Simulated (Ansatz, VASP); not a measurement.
SrSbPt: VASP beside Ansatz

```
CELL_PARAMETERS angstrom
4.47835 0.00000 0.00000
-2.23917 3.87836 0.00000
0.00000 0.00000 4.36869
ATOMIC_POSITIONS crystal
Sr 0.00000 0.00000 0.00000
Sb 0.66667 0.33333 0.50000
Pt 0.33333 0.66667 0.50000
```

Alike in both runs: functional LDA; k mesh 9 × 9 × 7; occupations fermi-dirac, width 0.05 eV; no spin polarisation.

Ansatz relaxed the structure, and its values are those at the end. VASP's run is a single point on that final structure, the one shown.

```csv
,VASP,Ansatz
version,VASP 6.6.1,Ansatz 0.2.0
potentials or method,"VASP PAW LDA potentials, release 64 (Sr_sv, Sb, Pt), cutoff 520 eV","all-electron LAPW, scalar-relativistic"
```

```tsv
	VASP	Ansatz	Ansatz less VASP
pressure (GPa)	0.3	0.0	-0.30
```

Ansatz ran all-electron here, so the differences hold the error of VASP's frozen core and of both bases.

Spin-orbit coupling is left out, which matters for the levels of Pt, Sb.
